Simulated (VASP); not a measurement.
```yaml
crystal:
  lattice:
    - [4.51314, 0.00000, 0.00000]
    - [-2.25657, 3.90849, 0.00000]
    - [0.00000, 0.00000, 7.86800]
  atoms:
    - { symbol: Pr, position: [0.00000, 0.00000, 0.50000] }
    - { symbol: Pr, position: [0.00000, 0.00000, 0.00000] }
    - { symbol: Cu, position: [0.33333, 0.66667, 0.25000] }
    - { symbol: Cu, position: [0.66667, 0.33333, 0.75000] }
    - { symbol: Sn, position: [0.33333, 0.66667, 0.75000] }
    - { symbol: Sn, position: [0.66667, 0.33333, 0.25000] }
```

Level of theory: PBEsol GGA, VASP's PBE PAW potentials (set 64) (plane waves; VASP 6.6.1). Numerical set-up: 400 eV cut-off, Gaussian smearing of 0.050 eV, potentials Pr_3 Cu Sn_d.

The 4f electrons are frozen in the core of the lanthanide potential, so 4f levels, which can set the real gap, and their magnetism are missing.

### Question
Give the energies of bands 29 to 42 at the high-symmetry points, in eV from the Fermi level.

### Answer

```
band      Γ      M      K      A      L      H
----  -----  -----  -----  -----  -----  -----
29    -2.77  -2.82  -2.77  -2.91  -2.86  -2.76
30    -2.77  -2.78  -2.73  -2.91  -2.86  -2.76
31    -2.57  -2.76  -2.73  -1.45  -2.71  -2.74
32    -0.83  -2.58  -2.71  -1.45  -2.71  -2.74
33    -0.83  -2.07  -2.71  -0.19  -1.40  -2.28
34    -0.01  -1.37  -1.17  -0.19  -1.40  -2.28
35     0.81  -0.62  -0.99  -0.19  -0.48  -0.57
36     0.81  -0.49  -0.99  -0.19  -0.48  -0.57
37     1.22  -0.35   1.44   1.57   0.17   0.35
38     1.52   0.55   1.44   1.57   0.17   0.35
39     1.52   2.90   1.68   1.57   2.54   2.49
40     1.63   2.92   2.30   1.57   2.54   2.49
41     1.63   3.05   2.30   1.58   3.17   3.91
42     1.76   3.63   3.28   1.58   3.21   3.91
```

It has no gap at this level: it comes out as a metal or semimetal.

The structure comes from a computed database's PrCuSn entry (P6_3/mmc); how it stands against other phases isn't given here. It was relaxed first.
